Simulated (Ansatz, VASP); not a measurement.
# Cross-check of ZnGa25P18O84 (amorphous 59Ga2O3-41P2O5 (mol %)) between VASP and Ansatz

Aim: how closely do two programs agree when they are given the same cell, functional and k mesh? Of the first pair: The structure shown is the start of the Ansatz relaxation below; VASP solves that cell, so the two are compared at the walk's first step.

Method: plane waves, with VASP 6.6.1 beside it; PBE, in Ansatz 0.2.0.

**1. Starting point**

The cell holds 128 atoms: 25 Ga, 1 Zn, 18 P and 84 O. Cell: a = 11.458 Å, b = 11.458 Å, c = 11.458 Å, α = 90.0°, β = 90.0°, γ = 90.0°. It derives from Ga13P9O42 (amorphous 59Ga2O3-41P2O5 (mol %)). As first built, before any earlier steps moved the atoms or strained the cell (in the runner's words): 128 atoms (26 Fe, 18 P, 84 O) placed at random at 3.33 g/cm^3, melted at 5000 K for 10 ps at fixed volume with the Morse and Coulomb pair potential with partial charges (Pedone, Malavasi, Menziani, Cormack and Segre, J. Phys. Chem. B 110, 11780 (2006)). Quenched from 5000 K to 300 K at 100 K/ps and fixed volume, held 10 ps at zero pressure, then minimised at fixed cell. Then Fe was replaced by Ga and the cell scaled by 1.005 (the potential has no terms for the new elements, so the cell is a start for a DFT relaxation). Nearest the centre at fractional (0.084, 0.541, 0.016): Zn26 at 0.00 Å, O84 at 1.91 Å, O115 at 1.95 Å, O106 at 1.96 Å, O47 at 2.05 Å, O125 at 2.08 Å, O89 at 2.25 Å, Ga9 at 3.02 Å.

**2. Ansatz: relaxation, PBE**

Ansatz runs on its default PAW (the set named soft_2) files.

The two programs are compared at the cell with which this relaxation starts, whose forces are those of its first step.

File input.yaml:

```yaml
crystal:
  lattice:
    - [11.45846, 0.0, 0.0]
    - [0.0, 11.45846, 0.0]
    - [0.0, 0.0, 11.45846]
  atoms:
    - { symbol: Ga, position: [0.93234, 0.63985, 0.54546] }
    - { symbol: Ga, position: [0.77943, 0.38553, 0.14169] }
[... 6 atom lines left out ...]
    - { symbol: Ga, position: [0.24853, 0.6884, 0.87234] }
[... 2 atom lines left out ...]
    - { symbol: Ga, position: [0.48771, 0.52329, 0.90225] }
[... 2 atom lines left out ...]
    - { symbol: Ga, position: [0.23979, 0.39782, 0.81354] }
[... 1 atom line left out ...]
    - { symbol: Zn, position: [0.08357, 0.54132, 0.01624], spin: 0.6 }
    - { symbol: Ga, position: [0.74649, 0.65386, 0.99384] }
[... 2 atom lines left out ...]
    - { symbol: Ga, position: [0.26042, 0.28045, 0.50352] }
[... 1 atom line left out ...]
    - { symbol: Ga, position: [0.30906, 0.18221, 0.24082] }
    - { symbol: Ga, position: [0.23791, 0.75015, 0.1932] }
[... 1 atom line left out ...]
    - { symbol: Ga, position: [0.86699, 0.04949, 0.32885] }
[... 4 atom lines left out ...]
    - { symbol: P, position: [0.34718, 0.51525, 0.14215] }
[... 3 atom lines left out ...]
    - { symbol: P, position: [0.00759, 0.64143, 0.27613] }
[... 3 atom lines left out ...]
    - { symbol: P, position: [0.93712, 0.69811, 0.83033] }
[... 1 atom line left out ...]
    - { symbol: P, position: [0.01618, 0.28305, 0.05] }
[... 5 atom lines left out ...]
    - { symbol: O, position: [0.00546, 0.54832, 0.17687], spin: 0.6 }
[... 4 atom lines left out ...]
    - { symbol: O, position: [0.14671, 0.88375, 0.16515] }
[... 1 atom line left out ...]
    - { symbol: O, position: [0.93896, 0.75441, 0.23008] }
[... 4 atom lines left out ...]
    - { symbol: O, position: [0.80364, 0.41502, 0.29412] }
    - { symbol: O, position: [0.22683, 0.71785, 0.71432] }
    - { symbol: O, position: [0.39205, 0.44861, 0.77013] }
[... 7 atom lines left out ...]
    - { symbol: O, position: [0.01252, 0.16723, 0.97764] }
[... 2 atom lines left out ...]
    - { symbol: O, position: [0.11375, 0.28417, 0.14226] }
    - { symbol: O, position: [0.9179, 0.64363, 0.71191] }
[... 6 atom lines left out ...]
    - { symbol: O, position: [0.81406, 0.7526, 0.87067] }
    - { symbol: O, position: [0.40471, 0.46748, 0.03316] }
    - { symbol: O, position: [0.03573, 0.78731, 0.83489] }
[... 1 atom line left out ...]
    - { symbol: O, position: [0.02719, 0.39109, 0.96992], spin: 0.6 }
    - { symbol: O, position: [0.13009, 0.69145, 0.298] }
[... 3 atom lines left out ...]
    - { symbol: O, position: [0.21721, 0.48407, 0.14817], spin: 0.6 }
[... 2 atom lines left out ...]
    - { symbol: O, position: [0.94812, 0.59229, 0.38347] }
[... 3 atom lines left out ...]
    - { symbol: O, position: [0.41411, 0.68678, 0.88114] }
    - { symbol: O, position: [0.89876, 0.28611, 0.11283] }
    - { symbol: O, position: [0.24715, 0.2932, 0.9449] }
[... 5 atom lines left out ...]
    - { symbol: O, position: [0.77858, 0.48994, 0.01292] }
[... 1 atom line left out ...]
    - { symbol: O, position: [0.95065, 0.60876, 0.93152], spin: 0.6 }
[... 1 atom line left out ...]
    - { symbol: O, position: [0.1264, 0.30309, 0.74662] }
    - { symbol: O, position: [0.17482, 0.49696, 0.38667] }
    - { symbol: O, position: [0.9519, 0.91025, 0.03389] }
[... 1 atom line left out ...]
    - { symbol: O, position: [0.40545, 0.45764, 0.25248] }
[... 1 atom line left out ...]
    - { symbol: O, position: [0.22246, 0.88244, 0.90062] }
    - { symbol: O, position: [0.18974, 0.53573, 0.88372], spin: 0.6 }
    - { symbol: O, position: [0.36395, 0.64989, 0.15252] }
[... 3 atom lines left out ...]
    - { symbol: O, position: [0.99673, 0.3144, 0.35146] }
[... 3 atom lines left out ...]
    - { symbol: O, position: [0.76392, 0.77122, 0.1025] }
    - { symbol: O, position: [0.16376, 0.70375, 0.03015], spin: 0.6 }
[... 2 atom lines left out ...]
    - { symbol: O, position: [0.77289, 0.16259, 0.62955] }
magnetization:
  spin_polarized: true
kpoints:
  mp_grid: { grid: [1, 1, 1] }
hamiltonian:
  xc: pbe
scf:
  occupations: { method: fermi_dirac, width: 0.025 }
  lower_state_search: "off"
output:
  forces: true
  eigenvalues: true
relax:
  f_tol: 0.05
  max_steps: 90
```

Launch:

```
ansatz run input.yaml --threads 4 --pin off --max-ram 8192MiB --backend cpu --events-out ev --progress --plain --runs-dir out
```

Numbers of over 12 decimals in the logs are rounded to 6 here.

Log:

```text
Engine: ansatz 0.2.0, aarch64-unknown-linux-gnu
Pseudopotentials: kind: paw
Pseudopotential: Ga, paw, valence charge 13, recommended cutoff 420 eV (normal), Ga.paw.azcp
Pseudopotential: Zn, paw, valence charge 12, recommended cutoff 420 eV (normal), Zn.paw.azcp
Pseudopotential: P, paw, valence charge 5, recommended cutoff 420 eV (normal), P.paw.azcp
Pseudopotential: O, paw, valence charge 6, recommended cutoff 420 eV (normal), O.paw.azcp
Functional definition: PBE
  parameter kappa = 0.804
  parameter beta = 0.066725
  exchange = pbe_x(kappa = kappa, mu = beta*pi^2/3)
  correlation = pbe_c(beta = beta)
Crystal: 128 atoms, lattice volume = 1504.453 Å³
Basis set: ecut = 420 eV, 29423 PW (Γ), exchange–correlation on 160×160×160 points (8 copies of the dense FFT grid, shifted against one another)
Bands: 596, of which v1, the nominal top of the filled ones, is band 466 counted from 1 (465 counted from 0)
Symmetry: 1 space group operations
Space group: P1 (ITA 1), of the structure as read, at distance tolerance 1.1e-4 Å
Magnetic group: BNS 1.1 (UNI 1), of the structure as read, at distance tolerance 1.1e-4 Å
k-points: 1
Non-local potential: Ga, projectors of the file, l = 0: 2, l = 1: 2, l = 2: 3, l = 3: 1
Non-local potential: Zn, projectors of the file, l = 0: 2, l = 1: 2, l = 2: 3, l = 3: 1
Non-local potential: P, projectors of the file, l = 0: 2, l = 1: 2, l = 2: 2
Non-local potential: O, projectors of the file, l = 0: 2, l = 1: 2, l = 2: 1
PAW form: soft (Blöchl's): semilocal exchange-correlation on the pseudo side does not see the compensation charge
PAW one-centre angular grid: Ga, 590 points (default); XC on 64 Gauss nodes
PAW one-centre angular grid: Zn, 590 points (default); XC on 64 Gauss nodes
PAW one-centre angular grid: P, 110 points (default); XC on 64 Gauss nodes
PAW one-centre angular grid: O, 110 points (default); XC on 64 Gauss nodes
Initial density: superposition of atomic densities (chi_scale 0.1, normalization cell, long waves 22 % of neutral atoms (reshape's long-wave potential 1.22 eV rms, cloud 1.88 Å wide))
Starting moments: Σ|m| = 4.2 μB on 7 of 128 sites
Initial wavefunctions: pseudopotential atomic-orbital guess
Functional: x = pbe(κ = 0.804, μ = 0.219515), c = pbe(β = 0.066725)
SCF iter   1: F=—  HF=-159256.152030 eV  |F-HF|=—  |Δ(HF+E_count)|=         —  Δρ=6.48e-2 (↑5.93e-2 ↓6.48e-2)  dr2=1.87e2  dr2_m=2.20e0  M=0.016 μB ∫|m|=0.780 μB  β_m=0.30  ethr=3.10e-3  ⟨swp⟩=7.0  Hψ=5494  notcnv=0  defer=1
preconditioner: auto → Resta (q_TF=auto, 2.519 Å⁻¹)  ε∞=3.5  [insulator: Δε(μ)=0.962 eV  Ē_g=18.659 eV  σ=0.025 eV  W_gap=0.50  n_scr=436 (ndim 8)  ℏωp=29.2 eV  f_vac=0.062  D(μ)=20.74/eV (n_scr^D=92)  ε∞_Penn≈3.5]
spin=Collinear: Resta preconditioning applied to the charge; magnetization (m = ρ↑ − ρ↓) channel mixes plain (no charge-response kernel on spin).
SCF iter   2: F=—  HF=-159215.459180 eV  |F-HF|=—  |Δ(HF+E_count)|=    4.07e1  Δρ=3.78e-2 (↑3.56e-2 ↓3.78e-2)  dr2=6.54e1  dr2_m=1.06e0  M=0.842 μB ∫|m|=1.325 μB  β_m=0.30  ethr=3.10e-3  ⟨swp⟩=3.0  Hψ=2270  notcnv=0  defer=251
SCF iter   3: F=—  HF=-159198.842131 eV  |F-HF|=—  |Δ(HF+E_count)|=    1.66e1  Δρ=1.96e-2 (↑1.86e-2 ↓1.96e-2)  dr2=1.55e1  dr2_m=6.53e-1  M=0.126 μB ∫|m|=0.660 μB  β_m=0.30  ethr=3.10e-3  ⟨swp⟩=3.0  Hψ=2154  notcnv=0  defer=250
SCF iter   4: F=—  HF=-159196.589698 eV  |F-HF|=—  |Δ(HF+E_count)|=    2.25e0  Δρ=1.31e-2 (↑1.19e-2 ↓1.31e-2)  dr2=6.20e0  dr2_m=2.50e-1  M=0.979 μB ∫|m|=1.252 μB  β_m=0.30  ethr=1.66e-3  ⟨swp⟩=4.0  Hψ=2179  notcnv=0  defer=244
SCF iter   5: F=—  HF=-159195.492911 eV  |F-HF|=—  |Δ(HF+E_count)|=    1.10e0  Δρ=9.32e-3 (↑6.63e-3 ↓9.32e-3)  dr2=2.74e0  dr2_m=2.58e-1  M=0.445 μB ∫|m|=0.753 μB  β_m=0.30  ethr=6.66e-4  ⟨swp⟩=3.0  Hψ=1792  notcnv=0  defer=244
SCF iter   6: F=—  HF=-159195.415456 eV  |F-HF|=—  |Δ(HF+E_count)|=   7.75e-2  Δρ=5.41e-3 (↑4.09e-3 ↓5.41e-3)  dr2=1.23e0  dr2_m=7.86e-2  M=0.988 μB ∫|m|=1.163 μB  β_m=0.30  ethr=2.95e-4  ⟨swp⟩=3.0  Hψ=1967  notcnv=0  defer=244
SCF iter   7: F=—  HF=-159195.406616 eV  |F-HF|=—  |Δ(HF+E_count)|=   8.84e-3  Δρ=6.06e-3 (↑2.68e-3 ↓6.06e-3)  dr2=8.50e-1  dr2_m=1.59e-1  M=0.904 μB ∫|m|=1.092 μB  β_m=0.30  ethr=1.32e-4  ⟨swp⟩=3.0  Hψ=1370  notcnv=0  defer=244
Mixer restart at iter 7: flushing history
spin-set hold released at iteration 7 (site moments contracting): the magnetisation degrees of freedom join the quasi-Newton model from the next iteration; the mixer history was flushed
SCF iter   8: F=—  HF=-159195.551328 eV  |F-HF|=—  |Δ(HF+E_count)|=   1.45e-1  Δρ=6.12e-3 (↑2.65e-3 ↓6.12e-3)  dr2=1.39e0  dr2_m=7.97e-2  M=0.985 μB ∫|m|=1.149 μB  β_m=0.25  ethr=9.13e-5  ⟨swp⟩=4.0  Hψ=2026  notcnv=0  defer=244
SCF iter   9: F=—  HF=-159195.432753 eV  |F-HF|=—  |Δ(HF+E_count)|=   1.19e-1  Δρ=2.12e-3 (↑1.92e-3 ↓2.12e-3)  dr2=2.08e-1  dr2_m=1.88e-2  M=0.973 μB ∫|m|=1.113 μB  β_m=0.26  ethr=9.13e-5  ⟨swp⟩=3.0  Hψ=1955  notcnv=0  defer=244
[...]
- { symbol: Ga, position: [0.125821, 0.396494, 0.267551] }
    - { symbol: Ga, position: [0.304412, 0.186515, 0.241240] }
    - { symbol: Ga, position: [0.238538, 0.748318, 0.186153] }
    - { symbol: Ga, position: [0.086317, 0.848641, 0.988306] }
    - { symbol: Ga, position: [0.860563, 0.040365, 0.316052] }
    - { symbol: P, position: [0.643829, 0.185432, 0.612391] }
    - { symbol: P, position: [0.185414, 0.530621, 0.522530] }
    - { symbol: P, position: [0.125734, 0.995939, 0.243724] }
    - { symbol: P, position: [0.124843, 0.180041, 0.688594] }
    - { symbol: P, position: [0.358951, 0.515361, 0.146215] }
    - { symbol: P, position: [0.659301, 0.137310, 0.115297] }
    - { symbol: P, position: [0.498924, 0.410034, 0.360571] }
    - { symbol: P, position: [0.676322, 0.565860, 0.663560] }
    - { symbol: P, position: [0.013084, 0.635012, 0.281575] }
    - { symbol: P, position: [0.869429, 0.316255, 0.370008] }
    - { symbol: P, position: [0.804306, 0.772730, 0.223981] }
    - { symbol: P, position: [0.300264, 0.741327, 0.607846] }
    - { symbol: P, position: [0.927896, 0.707970, 0.829964] }
    - { symbol: P, position: [0.330824, 0.958344, 0.928446] }
    - { symbol: P, position: [0.00871284, 0.279095, 0.046251] }
    - { symbol: P, position: [0.488054, 0.817110, 0.307407] }
    - { symbol: P, position: [0.835864, 0.896574, 0.540471] }
    - { symbol: P, position: [0.341736, 0.211259, 0.979771] }
    - { symbol: O, position: [0.773941, 0.254897, 0.858793] }
    - { symbol: O, position: [0.609102, 0.482736, 0.371237] }
    - { symbol: O, position: [0.018376, 0.529415, 0.195916] }
    - { symbol: O, position: [0.598996, 0.846101, 0.905894] }
    - { symbol: O, position: [0.222983, 0.099561, 0.735989] }
    - { symbol: O, position: [0.782820, 0.079260, 0.129441] }
    - { symbol: O, position: [-0.00161155, 0.036292, 0.235069] }
    - { symbol: O, position: [0.146763, 0.884853, 0.165429] }
    - { symbol: O, position: [0.808813, 0.031207, 0.869164] }
    - { symbol: O, position: [0.939155, 0.734667, 0.216159] }
    - { symbol: O, position: [0.434874, 0.212926, 0.883974] }
    - { symbol: O, position: [0.291393, 0.622288, 0.532641] }
    - { symbol: O, position: [0.411597, 0.993366, 0.566083] }
    - { symbol: O, position: [0.745472, 0.676171, 0.294678] }
    - { symbol: O, position: [0.807772, 0.410753, 0.293669] }
    - { symbol: O, position: [0.230202, 0.728212, 0.719406] }
    - { symbol: O, position: [0.393862, 0.446711, 0.771357] }
    - { symbol: O, position: [0.351551, 0.835536, 0.300640] }
    - { symbol: O, position: [0.530308, 0.925787, 0.379349] }
    - { symbol: O, position: [0.139158, 0.189418, 0.553227] }
    - { symbol: O, position: [0.386262, 0.227726, 0.106050] }
    - { symbol: O, position: [0.081120, 0.582507, 0.585708] }
    - { symbol: O, position: [0.592765, 0.625163, 0.000867678] }
    - { symbol: O, position: [0.373028, 0.097365, 0.360009] }
[...]
- { symbol: O, position: [0.838726, 0.920183, 0.672456] }
    - { symbol: O, position: [0.246363, 0.833967, 0.529679] }
    - { symbol: O, position: [0.562351, 0.523385, 0.608691] }
    - { symbol: O, position: [0.761618, 0.767945, 0.097970] }
    - { symbol: O, position: [0.170631, 0.708339, 0.027891] }
    - { symbol: O, position: [0.609240, 0.105336, 0.994603] }
    - { symbol: O, position: [0.746161, 0.615524, 0.551821] }
    - { symbol: O, position: [0.773552, 0.166341, 0.630376] }
```

In the SCF lines HF is the Harris–Foulkes energy and dr2 the Hartree energy of the density residual, in eV; the loop may stop once dr2 is under the threshold and the program's other checks hold. Hψ counts applications of the Hamiltonian.

**3. VASP: single point, PBE, start cell, pair 1**

The same cell, functional, mesh and smearing now go to VASP, with its own data sets.

Lines of VASP's logs that name or quote its potential files are left out, and so is its time.

File INCAR:

```
SYSTEM = ZnGa25P18O84
PREC = Accurate
ENCUT = 520
EDIFF = 1E-06
NELM = 200
ISMEAR = -1
SIGMA = 0.025
LREAL = Auto
ALGO = Normal
GGA = PE
NBANDS = 560
ISPIN = 2
MAGMOM = 0 0 0 -0 0 0 0 0 0 -0 0 0 0 0 0 -0 -0 0 0 0 -0 -0 0 0 0 0 0 -0 0 -0 -0 -0 -0 -0 -0 -0.01 -0 0 0 -0 -0 0 -0 -0 0 0 0 0 0 0 0 0 0 0 0 0 0 0 0.02 0 0 0 0 0 -0 0 0 -0 0 0 0 0.05 0 -0 0 0 0 0 0 0 0 0 0 0.01 0 0 0 0 0 0 0 -0 0 0 0.01 -0 0 0 0 0 0.03 0 0 0 0 0 0 0 0 0.04 -0 0 0.37 -0 0 0 0 -0 -0 0.2 0 0 0 0 0 0 0 0
LORBIT = 11
LWAVE = .FALSE.
LCHARG = .FALSE.
ISIF = 2
LASPH = .TRUE.
GGA_COMPAT = .FALSE.
NCORE = 4
```

File POSCAR:

```
ZnGa25P18O84
1.0
   11.4584600000      0.0000000000      0.0000000000
    0.0000000000     11.4584600000      0.0000000000
    0.0000000000      0.0000000000     11.4584600000
Ga Zn P O
25 1 18 84
Direct
    0.9323416934      0.6398503813      0.5454572429
    0.7794328383      0.3855317381      0.1416857065
[... 6 atom lines left out ...]
    0.2485325253      0.6883996628      0.8723423567
[... 2 atom lines left out ...]
    0.4877095177      0.5232902153      0.9022503897
[... 2 atom lines left out ...]
    0.2397878947      0.3978196023      0.8135386431
[... 1 atom line left out ...]
    0.7464877479      0.6538574992      0.9938421044
    0.7518375070      0.4159372202      0.8686071252
[... 2 atom lines left out ...]
    0.1214037488      0.3812117859      0.2766427600
[... 1 atom line left out ...]
    0.2379115518      0.7501531619      0.1932022279
    0.0831263538      0.8469986368      0.9885097997
[... 1 atom line left out ...]
    0.0835714398      0.5413205614      0.0162412750
[... 4 atom lines left out ...]
    0.3471757985      0.5152524859      0.1421482468
[... 3 atom lines left out ...]
    0.0075926433      0.6414300002      0.2761278566
[... 3 atom lines left out ...]
    0.9371241860      0.6981130100      0.8303297302
[... 1 atom line left out ...]
    0.0161801848      0.2830485074      0.0499979927
[... 5 atom lines left out ...]
    0.0054632123      0.5483197568      0.1768736811
[... 4 atom lines left out ...]
    0.1467125600      0.8837487760      0.1651530834
[... 1 atom line left out ...]
    0.9389568930      0.7544120240      0.2300832747
[... 4 atom lines left out ...]
    0.8036420252      0.4150208667      0.2941232941
    0.2268280380      0.7178538826      0.7143193763
    0.3920509388      0.4486117681      0.7701296684
[... 7 atom lines left out ...]
    0.0125234979      0.1672301513      0.9776357381
[... 2 atom lines left out ...]
    0.1137500153      0.2841743131      0.1422617001
    0.9178982167      0.6436292486      0.7119106756
[... 6 atom lines left out ...]
    0.8140622736      0.7525967713      0.8706667388
    0.4047140715      0.4674799231      0.0331632698
    0.0357290596      0.7873134784      0.8348940434
[... 1 atom line left out ...]
    0.0271938812      0.3910909494      0.9699209143
    0.1300872892      0.6914541745      0.2979981603
[... 3 atom lines left out ...]
    0.2172106897      0.4840702852      0.1481699984
[... 2 atom lines left out ...]
    0.9481204281      0.5922872707      0.3834721245
[... 3 atom lines left out ...]
    0.4141132403      0.6867764080      0.8811393503
    0.8987595192      0.2861117463      0.1128336618
    0.2471536315      0.2931982134      0.9449001000
[... 5 atom lines left out ...]
    0.7785775750      0.4899436748      0.0129162209
[... 1 atom line left out ...]
    0.9506513092      0.6087641795      0.9315213388
[... 1 atom line left out ...]
    0.1263956937      0.3030861041      0.7466186556
    0.1748227947      0.4969603245      0.3866662710
    0.9518992954      0.9102532103      0.0338876254
[... 1 atom line left out ...]
    0.4054471543      0.4576356683      0.2524772090
[... 1 atom line left out ...]
    0.2224557227      0.8824396996      0.9006184077
    0.1897375389      0.5357264414      0.8837225945
    0.3639494312      0.6498866340      0.1525161322
[... 3 atom lines left out ...]
    0.9967307998      0.3143965245      0.3514608420
[... 3 atom lines left out ...]
    0.7639159189      0.7712205654      0.1025006851
    0.1637567352      0.7037507658      0.0301523940
[... 2 atom lines left out ...]
    0.7728874561      0.1625872936      0.6295523133
```

File KPOINTS:

```
Automatic mesh
0
Gamma
1 1 1
0 0 0
```

The projector-augmented-wave data sets are Ga_d, Zn, P and O (PBE family, release 64).

Launch:

```
mpirun -np 16 vasp_gam
```

Log:

```text
[banner, memory and clock lines left out]
running   16 mpi-ranks, on    1 nodes
[...]
LDA part: xc-table for (Slater+PW92), standard interpolation
 POSCAR, INCAR and KPOINTS ok, starting setup
[...]
entering main loop
       N       E                     dE             d eps       ncg     rms          rms(c)
DAV:   1     0.266214103404E+05    0.26621E+05   -0.34497E+05  2256   0.283E+03
DAV:   2     0.613935463257E+04   -0.20482E+05   -0.19390E+05  2240   0.881E+02
DAV:   3    -0.135227743816E+03   -0.62746E+04   -0.58947E+04  3072   0.369E+02
DAV:   4    -0.915885934979E+03   -0.78066E+03   -0.76695E+03  3136   0.140E+02
[...]
DAV:  32    -0.830501466687E+03   -0.20920E-05   -0.30703E-05  2216   0.259E-02    0.231E-02
DAV:  33    -0.830501466353E+03    0.33402E-06   -0.14270E-05  2432   0.700E-03    0.142E-02
DAV:  34    -0.830501466824E+03   -0.47134E-06   -0.19612E-06  1528   0.410E-03
   1 F= -.83050147E+03 E0= -.83047581E+03  d E =-.513057E-01  mag=     0.3495
```

From OUTCAR (step 3):

```text
 magnetization (x)
# of ion       s       p       d       tot
------------------------------------------
    1       -0.000  -0.000   0.000  -0.000
    2       -0.000  -0.000   0.000  -0.000
    3       -0.000  -0.000   0.000  -0.000
    4       -0.000  -0.000   0.000  -0.000
    5       -0.000  -0.000   0.000  -0.000
    6       -0.000   0.000   0.000   0.000
[...]
126        0.000   0.000   0.000   0.000
  127       -0.000   0.000   0.000   0.000
  128       -0.000   0.000   0.000  -0.000
--------------------------------------------------
tot          0.001   0.286  -0.004   0.282
```

The run ends at a pressure of 3.09 GPa, with forces up to 1.8 eV/Å.

**4. Comparison**

Known differences besides the potentials themselves: VASP starts from the moments at which Ansatz ended; the cutoff is 420 eV in Ansatz and 520 eV in VASP (PREC = Accurate, projectors in real space). Total energies have different zeros and are not compared.

Forces on 9 of the 128 atoms, those with the largest forces and the largest differences (eV/Å; atoms numbered as in POSCAR):

```csv
atom,"Ansatz x, y, z","VASP x, y, z"
Ga21,"0.610, 0.793, -0.482","0.619, 0.824, -0.535"
P36,"-0.147, -0.473, -1.649","-0.133, -0.498, -1.706"
P39,"0.068, -0.813, 0.923","0.066, -0.838, 0.847"
O47,"-0.325, 0.152, 1.185","-0.343, 0.189, 1.271"
O73,"-0.054, -0.005, -0.440","-0.046, 0.061, -0.316"
O84,"-0.363, -1.384, -0.076","-0.415, -1.572, -0.029"
O106,"-0.983, 0.757, -0.990","-1.050, 0.821, -1.049"
O115,"0.686, -0.182, -0.912","0.748, -0.181, -0.976"
O120,"-0.547, -0.092, 0.513","-0.678, -0.079, 0.556"
```

The forces differ by 47 meV/Å r.m.s., which is 17.5 % of the r.m.s. force of 0.269 eV/Å (both taken over all components). At the cell compared the moments add up to 1.11 μB in Ansatz and 0.32 μB in VASP, so unlike magnetic states are compared.

**5. Ansatz: relaxation, PBE**

This run makes the geometry at which the two programs are then compared.

The structure compared here is the end of the Ansatz relaxation.

This is the run of step 2 again, met here at its other cell.

[end of part 1 of 2]

[Lines on the potential files, build, host, timing and source positions are cut from VASP's logs without a mark.]

[Logs are printed without paths, hosts, clocks, repeated set-up lines and the standing remarks that a program may print on its own settings, such as how far it seeks lower states.]

[Hosts, paths, dates, database ids (printed as entryN), source tags and the programs' standing remarks are cut or masked in the printed files.]
